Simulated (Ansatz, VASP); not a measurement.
**ScTlS3: VASP beside Ansatz**

The input INCAR:

```
SYSTEM = ScTlS3
PREC = Accurate
ENCUT = 520
EDIFF = 1E-7
ISMEAR = 0
SIGMA = 0.05
LREAL = .False.
LASPH = .True.
NELM = 100
ALGO = Normal
ISIF = 2
LWAVE = .False.
LCHARG = .False.
GGA = CA
NBANDS = 29
```

KPOINTS

```
Automatic mesh
0
Gamma
  4 4 4
  0 0 0
```

POSCAR

```
ScTlS3
1.0
    5.1800000000      0.0000000000      0.0000000000
    0.0000000000      5.1800000000      0.0000000000
    0.0000000000      0.0000000000      5.1800000000
Tl Sc S
1 1 3
Direct
    0.0000000000      0.0000000000      0.0000000000
    0.5000000000      0.5000000000      0.5000000000
    0.5000000000      0.5000000000      0.0000000000
    0.5000000000      0.0000000000      0.5000000000
    0.0000000000      0.5000000000      0.5000000000
```

Input for Ansatz:

```yaml
crystal:
  lattice:
    - [5.18, 0.0, 0.0]
    - [0.0, 5.18, 0.0]
    - [0.0, 0.0, 5.18]
  atoms:
    - { symbol: Tl, position: [0.0, 0.0, 0.0] }
    - { symbol: Sc, position: [0.5, 0.5, 0.5] }
    - { symbol: S, position: [0.5, 0.5, 0.0] }
    - { symbol: S, position: [0.5, 0.0, 0.5] }
    - { symbol: S, position: [0.0, 0.5, 0.5] }
basis:
  ecutwfc: 420
kpoints:
  mp_grid: { grid: [4, 4, 4] }
hamiltonian:
  xc: lda
scf:
  occupations: { method: gaussian, width: 0.05 }
output:
  forces: true
  stress: true
  eigenvalues: true
```

The cell comes from a database or a generator and needn't be the stable form of this composition.

Alike in both runs: task single point; functional LDA; k mesh 4 × 4 × 4; occupations gaussian, width 0.05 eV; no spin polarisation.

|  | VASP | Ansatz |
| --- | --- | --- |
| version | VASP 6.6.1 | Ansatz 0.2.0 |
| potentials or method | VASP PAW LDA potentials, release 64 (Tl_d, Sc_sv, S) | scalar-relativistic, plane waves, PAW |
| plane-wave cutoff (eV) | 520 | 420 |
| valence electrons in the cell | 42 | 42 |

```csv
,VASP,Ansatz,Ansatz less VASP
gap on the k mesh at the Fermi level (eV),none,none,-
pressure (GPa),-7.2,-7.2,-0.06
```

A gap of «none» marks a metal or a gap that the smearing closes.

The runs have no spin-orbit coupling, so splittings on Tl are missing.
